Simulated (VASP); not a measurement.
## C: what each functional gives for the gap

How does the band gap of C depend on the functional? The starting structure is a measured crystal structure from the Crystallography Open Database. Cell and atoms stay as given. Meshes and data sets differ where the inputs say so.

Program: VASP 6.6.1. Level of theory: Kohn-Sham DFT with plane waves and PAW; LDA, PBE, r2SCAN, TB-mBJ, HSE06, PBE0 and r2SCAN-EpsX. Results are calculated unless marked as measured.

The database entry behind the starting cell differs from later determinations by our own check (about 0.1 % long), so it need not match the best structure at ambient conditions.

### 1. Starting point

The structure is cubic, space group Fd-3m (No. 227). The conventional cell has a = 3.572 Å, b = 3.572 Å, c = 3.572 Å, α = 90.00°, β = 90.00°, γ = 90.00°. Nearest to C lie 4 C at 1.55 Å.

As a file:

```cif
data_structure
_symmetry_space_group_name_H-M 'P 1'
_symmetry_Int_Tables_number 1
_cell_length_a 2.5255
_cell_length_b 2.5255
_cell_length_c 2.5255
_cell_angle_alpha 60.000
_cell_angle_beta 60.000
_cell_angle_gamma 60.000
_cell_volume 11.39
loop_
_atom_site_label
_atom_site_type_symbol
_atom_site_fract_x
_atom_site_fract_y
_atom_site_fract_z
_atom_site_occupancy
C1 C 0.00000 0.00000 0.00000 1
C2 C 0.25000 0.25000 0.25000 1
```

### 2. Bands with LDA

LDA, the lowest rung, knows the local density alone.

Input file INCAR:

```
SYSTEM = C
PREC = Accurate
ENCUT = 460
EDIFF = 1E-06
NELM = 100
ISMEAR = 0
SIGMA = 0.03
LREAL = .FALSE.
ALGO = Normal
GGA = CA
NBANDS = 16
LORBIT = 11
LWAVE = .FALSE.
LCHARG = .FALSE.
KPAR = 4
LASPH = .TRUE.
```

Input file POSCAR:

```
C
1.0
    0.0000000000      1.7858110000      1.7858110000
    1.7858110000      0.0000000000      1.7858110000
    1.7858110000      1.7858110000      0.0000000000
C
2
Direct
    0.0000000000      0.0000000000      0.0000000000
    0.2500000000      0.2500000000      0.2500000000
```

Input file KPOINTS:

```
Automatic mesh
0
Gamma
10 10 10
0 0 0
```

Input file KPOINTS_OPT:

```
Line mode
10
Line-mode
Reciprocal
  0.00000000   0.00000000   0.00000000 GAMMA
  0.50000000   0.00000000   0.50000000 X

  0.50000000   0.00000000   0.50000000 X
  0.50000000   0.25000000   0.75000000 W

  0.50000000   0.25000000   0.75000000 W
  0.37500000   0.37500000   0.75000000 K

  0.37500000   0.37500000   0.75000000 K
  0.00000000   0.00000000   0.00000000 GAMMA

  0.00000000   0.00000000   0.00000000 GAMMA
  0.50000000   0.50000000   0.50000000 L

  0.50000000   0.50000000   0.50000000 L
  0.62500000   0.25000000   0.62500000 U

  0.62500000   0.25000000   0.62500000 U
  0.50000000   0.25000000   0.75000000 W

  0.50000000   0.25000000   0.75000000 W
  0.50000000   0.50000000   0.50000000 L

  0.50000000   0.50000000   0.50000000 L
  0.37500000   0.37500000   0.75000000 K

  0.62500000   0.25000000   0.62500000 U
  0.50000000   0.00000000   0.50000000 X
```

PAW data sets: C (LDA family, release 64).

Command:

```
> mpirun -np 4 vasp_std
```

The log of the run:

```text
[banner, memory and clock lines left out]
running    4 mpi-ranks, on    1 nodes
 distrk:  each k-point on    1 cores,    4 groups
 distr:  one band on    1 cores,    1 groups

 POSCAR found type information on POSCAR C
 POSCAR found :  1 types and       2 ions
 LDA part: xc-table for (Slater(with rela. corr.)+CA(PZ))
 , standard interpolation
 POSCAR, INCAR and KPOINTS ok, starting setup
 FFT: planning ... GRIDC
 FFT: planning ... GRID_SOFT
 FFT: planning ... GRID
 WAVECAR not read
 entering main loop
       N       E                     dE             d eps       ncg     rms          rms(c)
DAV:   1    -0.151617530286E+01   -0.15162E+01   -0.41010E+03  1552   0.443E+02
DAV:   2    -0.207668559613E+02   -0.19251E+02   -0.18630E+02  2000   0.101E+02
DAV:   3    -0.210266292869E+02   -0.25977E+00   -0.25970E+00  1672   0.884E+00
DAV:   4    -0.210268285714E+02   -0.19928E-03   -0.19928E-03  2024   0.319E-01
DAV:   5    -0.210268287550E+02   -0.18364E-06   -0.18363E-06  1704   0.799E-03    0.570E+00
DAV:   6    -0.204398552651E+02    0.58697E+00   -0.20533E-01  1648   0.265E+00    0.330E+00
DAV:   7    -0.202345545912E+02    0.20530E+00   -0.26158E-01  1792   0.296E+00    0.738E-01
DAV:   8    -0.202345102721E+02    0.44319E-04   -0.10278E-02  1704   0.613E-01    0.719E-02
DAV:   9    -0.202344612235E+02    0.49049E-04   -0.56584E-05  1856   0.459E-02    0.232E-02
DAV:  10    -0.202344633466E+02   -0.21231E-05   -0.39537E-06  1856   0.124E-02    0.547E-03
DAV:  11    -0.202344631850E+02    0.16162E-06   -0.24790E-07  1112   0.285E-03
   1 F= -.20234463E+02 E0= -.20234463E+02  d E =-.719766E-69
 Start KPOINTS_OPT (optional k-point list driver)
k-point batch [1-47\100]
       N       E                     dE             ncg
DAV:   1     0.138415086014E+04   -0.12467E+05     1520
DAV:   2     0.472450280791E+03   -0.91170E+03     2016
DAV:   3     0.457937302023E+03   -0.14513E+02     1720
DAV:   4     0.457925774243E+03   -0.11528E-01     1992
DAV:   5     0.457925763882E+03   -0.10361E-04     1736
DAV:   6     0.457925763871E+03   -0.10316E-07     1568
[...]
k-point batch [95-100\100]
       N       E                     dE             ncg
DAV:   1     0.178723444539E+05   -0.27645E+04      208
DAV:   2     0.177516687594E+05   -0.12068E+03      256
DAV:   3     0.177503546906E+05   -0.13141E+01      208
DAV:   4     0.177503538782E+05   -0.81240E-03      272
DAV:   5     0.177503538776E+05   -0.61658E-06      208
```

Elapsed: 5.4 s, on 4 MPI ranks of Intel Xeon Platinum 8488C (Sapphire Rapids), shared host; peak memory 0.44 GiB.

The logs omit lines about the potential files and the build; timing stands in the text.

OUTCAR, selected parts (step 2):

```text
ion  position               nearest neighbor table
   1  0.000  0.000  0.000-   2 1.55   2 1.55   2 1.55   2 1.55
   2  0.250  0.250  0.250-   1 1.55   1 1.55   1 1.55   1 1.55

  LATTYP: Found a face centered cubic cell.
 ALAT       =     3.5716220000

 Subroutine GETGRP returns: Found 48 space group operations
 (whereof 24 operations were pure point group operations)

The static configuration has the point symmetry T_d .
 The point group associated with its full space group is O_h .

 Found     47 irreducible k-points:

   k-points           NKPTS =     47   k-points in BZ     NKDIM =     47   number of bands    NBANDS=     16

   dimension x,y,z NGX =    18 NGY =   18 NGZ =   18
   dimension x,y,z NGXF=    36 NGYF=   36 NGZF=   36

   ENCUT  =  460.0 eV  33.81 Ry    5.81 a.u.   4.42  4.42  4.42*2*pi/ulx,y,z

   NELECT =       8.0000    total number of electrons

 k-points in reciprocal lattice and weights: Automatic mesh
   0.00000000  0.00000000  0.00000000       0.001
   0.10000000  0.00000000  0.00000000       0.008
   0.20000000  0.00000000  0.00000000       0.008
   0.30000000  0.00000000  0.00000000       0.008
   0.40000000  0.00000000  0.00000000       0.008
   0.50000000  0.00000000  0.00000000       0.004
   0.10000000  0.10000000  0.00000000       0.006
   0.20000000  0.10000000  0.00000000       0.024
   0.30000000  0.10000000  0.00000000       0.024
[...]
-0.30000000  0.40000000  0.20000000       0.024
  -0.30000000  0.50000000  0.20000000       0.012

 average (electrostatic) potential at core
       1 -49.5668       2 -49.5668

 E-fermi :  10.0302

 k-point     1 :       0.0000    0.0000    0.0000
  band No.  band energies     occupation
      1     -11.5998      2.00000
      2       9.6636      2.00000
      3       9.6636      2.00000
      4       9.6636      2.00000
      5      15.1999      0.00000
      6      15.1999      0.00000
      7      15.1999      0.00000
      8      23.1265      0.00000
      9      28.6142      0.00000
    ...

 k-point     2 :       0.1000    0.0000    0.0000
  band No.  band energies     occupation
      1     -11.3241      2.00000
      2       8.0126      2.00000
      3       9.2205      2.00000
      4       9.2205      2.00000
      5      15.7796      0.00000
      6      15.7796      0.00000
      7      16.1405      0.00000
      8      23.3207      0.00000
      9      29.0453      0.00000
    ...

 k-point     3 :       0.2000    0.0000    0.0000
  band No.  band energies     occupation
      1     -10.5016      2.00000
      2       4.8437      2.00000
      3       8.3511      2.00000
      4       8.3511      2.00000
      5      16.8953      0.00000
      6      16.8953      0.00000
      7      17.3852      0.00000
      8      23.8586      0.00000
      9      29.7914      0.00000
    ...

  Total       -0.9652391     -0.9652391     -0.9652391     -0.0000000      0.0000000      0.0000000
  in kB     -135.7716201   -135.7716201   -135.7716201     -0.0000000      0.0000000      0.0000000
  external PRESSURE =    -135.7716201 kB  Pullay stress =       0.0000000 kB

  energy-cutoff  :      460.00
  volume of cell :       11.39
      direct lattice vectors                 reciprocal lattice vectors
     0.000000000  1.785811000  1.785811000    -0.279984836  0.279984836  0.279984836
     1.785811000  0.000000000  1.785811000     0.279984836 -0.279984836  0.279984836
     1.785811000  1.785811000  0.000000000     0.279984836  0.279984836 -0.279984836

 POSITION                                       TOTAL-FORCE (eV/Angst)
 -----------------------------------------------------------------------------------
      0.00000      0.00000      0.00000        -0.000000     -0.000000     -0.000000
      0.89291      0.89291      0.89291         0.000000      0.000000      0.000000
 -----------------------------------------------------------------------------------
    total drift:                               -0.000000     -0.000000     -0.000000

  FREE ENERGIE OF THE ION-ELECTRON SYSTEM (eV)
  ---------------------------------------------------
  free  energy   TOTEN  =       -20.2344631850 eV

  energy  without entropy=      -20.2344631850  energy(sigma->0) =      -20.23446318

 total charge
# of ion       s       p       d       tot
------------------------------------------
    1        0.820   1.749   0.000   2.569
    2        0.820   1.749   0.000   2.569
--------------------------------------------------
tot          1.640   3.498   0.000   5.138

[... 3 further parts left out ...]
```

At this level the cell is under a tension of 13.6 GPa, so at these settings it is away from equilibrium.

LDA gives a least gap of 4.104 eV, and a least direct gap of 5.536 eV.

### 3. Bands with PBE

PBE, the usual starting point, adds the gradient of the density.

Edit INCAR of step 2 so:

```diff
@@ -9,3 +9,3 @@
 ALGO = Normal
-GGA = CA
+GGA = PE
 NBANDS = 16
```

POSCAR is that of step 2.

KPOINTS is that of step 2.

KPOINTS_OPT is that of step 2.

Potentials, in the order of the species: C (PBE family, release 64).

Command:

```
> mpirun -np 4 vasp_std
```

The log of the run:

```text
[banner, memory and clock lines left out]
running    4 mpi-ranks, on    1 nodes
[...]
LDA part: xc-table for (Slater+PW92), standard interpolation
 POSCAR, INCAR and KPOINTS ok, starting setup
[...]
entering main loop
       N       E                     dE             d eps       ncg     rms          rms(c)
DAV:   1     0.838683390147E+00    0.83868E+00   -0.41139E+03  1552   0.444E+02
DAV:   2    -0.185575916997E+02   -0.19396E+02   -0.18773E+02  2000   0.102E+02
DAV:   3    -0.188184371386E+02   -0.26085E+00   -0.26077E+00  1680   0.886E+00
DAV:   4    -0.188186100290E+02   -0.17289E-03   -0.17289E-03  2008   0.297E-01
[...]
DAV:   9    -0.181887073611E+02   -0.16680E-04   -0.30631E-05  1968   0.334E-02    0.239E-02
DAV:  10    -0.181887325833E+02   -0.25222E-04   -0.16702E-05  1768   0.257E-02    0.407E-03
DAV:  11    -0.181887324435E+02    0.13982E-06   -0.14088E-07  1464   0.253E-03
   1 F= -.18188732E+02 E0= -.18188732E+02  d E =-.688960E-47
 Start KPOINTS_OPT (optional k-point list driver)
k-point batch [1-47\100]
       N       E                     dE             ncg
DAV:   1     0.137266838449E+04   -0.12479E+05     1520
DAV:   2     0.449194122909E+03   -0.92347E+03     2016
DAV:   3     0.434559879384E+03   -0.14634E+02     1712
DAV:   4     0.434549471817E+03   -0.10408E-01     2016
DAV:   5     0.434549463816E+03   -0.80018E-05     1704
DAV:   6     0.434549463807E+03   -0.82969E-08     1600
[...]
k-point batch [95-100\100]
       N       E                     dE             ncg
DAV:   1     0.178700299640E+05   -0.27668E+04      208
DAV:   2     0.177481070298E+05   -0.12192E+03      256
DAV:   3     0.177467804309E+05   -0.13266E+01      208
DAV:   4     0.177467796685E+05   -0.76241E-03      272
DAV:   5     0.177467796679E+05   -0.52278E-06      208
```

Wall time 5.6 s (4 MPI ranks); peak memory 0.45 GiB.

From OUTCAR (step 3):

```text
  Total        0.0179294      0.0179294      0.0179294      0.0000000      0.0000000      0.0000000
  in kB        2.5219640      2.5219640      2.5219640      0.0000000      0.0000000      0.0000000
  external PRESSURE =       2.5219640 kB  Pullay stress =       0.0000000 kB

 POSITION                                       TOTAL-FORCE (eV/Angst)
 -----------------------------------------------------------------------------------
      0.00000      0.00000      0.00000         0.000000      0.000000      0.000000
      0.89291      0.89291      0.89291        -0.000000     -0.000000     -0.000000
 -----------------------------------------------------------------------------------
    total drift:                                0.000000      0.000000     -0.000000

  FREE ENERGIE OF THE ION-ELECTRON SYSTEM (eV)
  ---------------------------------------------------
  free  energy   TOTEN  =       -18.1887324435 eV

  energy  without entropy=      -18.1887324435  energy(sigma->0) =      -18.18873244

[... 2 parts as in an earlier step ...]

[... 1 further part left out ...]
[key lines of the parts left out:]
E-fermi :   9.9683
```

PBE gives a least gap of 4.140 eV, and a least direct gap of 5.584 eV. The least gap is +0.036 eV from that of LDA.

### 4. Bands with r2SCAN

r2SCAN adds the kinetic-energy density, costs more than a GGA and is run with LASPH.

Edit INCAR of step 3 so:

```diff
@@ -9,3 +9,4 @@
 ALGO = Normal
-GGA = PE
+METAGGA = R2SCAN
+LASPH = .TRUE.
 NBANDS = 16
@@ -15,2 +16 @@
 KPAR = 4
-LASPH = .TRUE.
```

POSCAR is that of step 3.

KPOINTS is that of step 3.

KPOINTS_OPT is that of step 3.

Command:

```
> mpirun -np 4 vasp_std
```

The log of the run:

```text
[banner, memory and clock lines left out]
running    4 mpi-ranks, on    1 nodes
[...]
|                                                                             |
|               ----> ADVICE to this user running VASP <----                  |
|                                                                             |
|     You enforced a specific xc type in the INCAR file but a different       |
|     [... a line on the potential file left out ...]
|     I HOPE YOU KNOW WHAT YOU ARE DOING!                                     |
|                                                                             |

 LDA part: xc-table for (None), standard interpolation
 POSCAR, INCAR and KPOINTS ok, starting setup
[...]
entering main loop
       N       E                     dE             d eps       ncg     rms          rms(c)
DAV:   1    -0.175753920564E+01   -0.17575E+01   -0.42187E+03  1552   0.457E+02
DAV:   2    -0.216761054246E+02   -0.19919E+02   -0.19154E+02  2000   0.104E+02
DAV:   3    -0.219430799101E+02   -0.26697E+00   -0.26690E+00  1680   0.907E+00
DAV:   4    -0.219432488492E+02   -0.16894E-03   -0.16894E-03  2008   0.296E-01
[...]
DAV:   8    -0.196599373185E+02   -0.10134E-02   -0.57247E-03  1872   0.490E-01    0.404E-01
DAV:   9    -0.196603260838E+02   -0.38877E-03   -0.15934E-04  1632   0.961E-02    0.214E-02
DAV:  10    -0.196603267447E+02   -0.66088E-06   -0.17882E-06  2000   0.862E-03
   1 F= -.19660327E+02 E0= -.19660327E+02  d E =-.459790E-16
 Start KPOINTS_OPT (optional k-point list driver)
k-point batch [1-47\100]
       N       E                     dE             ncg
DAV:   1     0.121348118558E+04   -0.12638E+05     1520
DAV:   2     0.249023137611E+03   -0.96446E+03     2016
DAV:   3     0.233988621287E+03   -0.15035E+02     1704
DAV:   4     0.233978760341E+03   -0.98609E-02     1992
DAV:   5     0.233978753443E+03   -0.68975E-05     1720
DAV:   6     0.233978753435E+03   -0.80091E-08     1584
[...]
k-point batch [95-100\100]
       N       E                     dE             ncg
DAV:   1     0.178463290076E+05   -0.27905E+04      208
DAV:   2     0.177188514560E+05   -0.12748E+03      256
DAV:   3     0.177174845121E+05   -0.13669E+01      208
DAV:   4     0.177174837818E+05   -0.73027E-03      272
DAV:   5     0.177174837813E+05   -0.47269E-06      208
```

Wall time 16 s (4 MPI ranks); peak memory 0.46 GiB; 62 s of CPU time.

From OUTCAR (step 4):

```text
  Total       -0.2274774     -0.2274774     -0.2274774     -0.0000000     -0.0000000     -0.0000000
  in kB      -31.9972283    -31.9972283    -31.9972283     -0.0000000     -0.0000000     -0.0000000
  external PRESSURE =     -31.9972283 kB  Pullay stress =       0.0000000 kB

  FREE ENERGIE OF THE ION-ELECTRON SYSTEM (eV)
  ---------------------------------------------------
  free  energy   TOTEN  =       -19.6603267447 eV

  energy  without entropy=      -19.6603267447  energy(sigma->0) =      -19.66032674

[... 3 parts as in an earlier step ...]

[... 1 further part left out ...]
[key lines of the parts left out:]
E-fermi :   9.8107
```

r2SCAN gives a least gap of 4.334 eV, and a least direct gap of 5.828 eV. The least gap is +0.229 eV from that of LDA.

### 5. Bands with TB-mBJ

TB-mBJ is a local potential fitted to gaps: it costs far less than a hybrid but gives no energy. Its energies, forces and stress mean nothing.

Edit INCAR of step 4 so:

```diff
@@ -4,3 +4,3 @@
 EDIFF = 1E-06
-NELM = 100
+NELM = 150
 ISMEAR = 0
@@ -9,3 +9,3 @@
 ALGO = Normal
-METAGGA = R2SCAN
+METAGGA = MBJ
 LASPH = .TRUE.
```

POSCAR is that of step 4.

KPOINTS is that of step 4.

KPOINTS_OPT is that of step 4.

Command:

```
> mpirun -np 4 vasp_std
```

The log of the run:

```text
[banner, memory and clock lines left out]
running    4 mpi-ranks, on    1 nodes
[...]
[... a notice as in an earlier step ...]

 LDA part: xc-table for (None), standard interpolation
 POSCAR, INCAR and KPOINTS ok, starting setup
[...]
entering main loop
       N       E                     dE             d eps       ncg     rms          rms(c)
DAV:   1     0.163144711143E+02    0.16314E+02   -0.40931E+03  1552   0.443E+02
DAV:   2    -0.301269019779E+01   -0.19327E+02   -0.18702E+02  2000   0.101E+02
DAV:   3    -0.327075998893E+01   -0.25807E+00   -0.25800E+00  1680   0.876E+00
DAV:   4    -0.327092192862E+01   -0.16194E-03   -0.16194E-03  2000   0.283E-01
[...]
DAV:  30    -0.134731809162E+01   -0.23320E-05   -0.17996E-12   752   0.899E-06    0.497E-06
DAV:  31    -0.134731981468E+01   -0.17231E-05   -0.48083E-13   752   0.461E-06    0.138E-06
DAV:  32    -0.134732021888E+01   -0.40420E-06   -0.18895E-13   752   0.300E-06
   1 F= -.13473202E+01 E0= -.13473202E+01  d E =-.441835E-17
 Start KPOINTS_OPT (optional k-point list driver)
k-point batch [1-47\100]
       N       E                     dE             ncg
DAV:   1     0.129616939625E+04   -0.12555E+05     1512
DAV:   2     0.335513673944E+03   -0.96066E+03     2016
DAV:   3     0.320910202115E+03   -0.14603E+02     1736
DAV:   4     0.320900128143E+03   -0.10074E-01     2000
DAV:   5     0.320900119941E+03   -0.82011E-05     1736
DAV:   6     0.320900119933E+03   -0.85736E-08     1648
[...]
k-point batch [95-100\100]
       N       E                     dE             ncg
DAV:   1     0.178592050036E+05   -0.27776E+04      208
DAV:   2     0.177331775570E+05   -0.12603E+03      256
DAV:   3     0.177318510895E+05   -0.13265E+01      232
DAV:   4     0.177318502793E+05   -0.81017E-03      248
DAV:   5     0.177318502787E+05   -0.64888E-06      232
```

Elapsed: 15 s, on 4 MPI ranks; peak memory 0.5 GiB.

From OUTCAR (step 5):

```text
  Total       -5.6206030     -5.6206030     -5.6206030     -0.0000000     -0.0000000      0.0000000
  in kB     -790.6003731   -790.6003731   -790.6003731     -0.0000000     -0.0000000      0.0000000
  external PRESSURE =    -790.6003731 kB  Pullay stress =       0.0000000 kB

 POSITION                                       TOTAL-FORCE (eV/Angst)
 -----------------------------------------------------------------------------------
      0.00000      0.00000      0.00000        -0.000000     -0.000000     -0.000000
      0.89291      0.89291      0.89291         0.000000      0.000000      0.000000
 -----------------------------------------------------------------------------------
    total drift:                                0.000000     -0.000000     -0.000000

  FREE ENERGIE OF THE ION-ELECTRON SYSTEM (eV)
  ---------------------------------------------------
  free  energy   TOTEN  =        -1.3473202189 eV

  energy  without entropy=       -1.3473202189  energy(sigma->0) =       -1.34732022

[... 2 parts as in an earlier step ...]

[... 1 further part left out ...]
[key lines of the parts left out:]
E-fermi :   9.5566
```

TB-mBJ gives a least gap of 4.956 eV, and a least direct gap of 6.611 eV. The least gap is +0.851 eV from that of LDA.

(Part 1 of 2 ends here.)

[Lines on the potential files, build, host, timing and source positions are cut from VASP's logs without a mark.]

[Logs are printed without paths, hosts, clocks, repeated set-up lines and the standing remarks that a program may print on its own settings, such as how far it seeks lower states.]

[Hosts, paths, dates, database ids (printed as entryN), source tags and the programs' standing remarks are cut or masked in the printed files.]
